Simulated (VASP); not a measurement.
Computed with PBEsol GGA, VASP's PBE PAW potentials (set 64) (plane waves; VASP 6.6.1).

Input for VASP

### INCAR
```
ALGO=Normal
EDIFF=1E-6
EDIFFG=-0.02
ENCUT=620
GGA=PS
IBRION=2
ISIF=3
ISMEAR=0
LASPH=.True.
LCHARG=.False.
LMAXMIX=4
LREAL=.False.
LWAVE=.False.
NELM=100
NSW=40
PREC=Accurate
PSTRESS=200
SIGMA=0.05
SYSTEM=BaF2
```

**POSCAR**
```
BaF2
1.0
  0.0000000000   2.8899595592   2.8899595592
  2.8899595592   0.0000000000   2.8899595592
  2.8899595592   2.8899595592   0.0000000000
Ba F
1 2
Cart
  0.0000000000   0.0000000000   0.0000000000
  1.4449797796   1.4449797796   1.4449797796
  4.3349393388   4.3349393388   4.3349393388
```

**KPOINTS**
```
Automatic mesh
0
Gamma
7 7 7
0 0 0
```

POTCAR, in this order: Ba_sv F (PBE.64 set). Program: vasp_std.

Task: What will the output report for the number of irreducible k-points (NKPTS), largest plane-wave count, number of space-group operations, FFT grid (NGX, NGY, NGZ)?

Result: 
number of irreducible k-points (NKPTS): 20
largest plane-wave count: 1716
number of space-group operations: 48
FFT grid (NGX, NGY, NGZ): 36 × 36 × 36

The compound is BaF2 in the fluorite structure. It was relaxed first under an external pressure of 20 GPa.
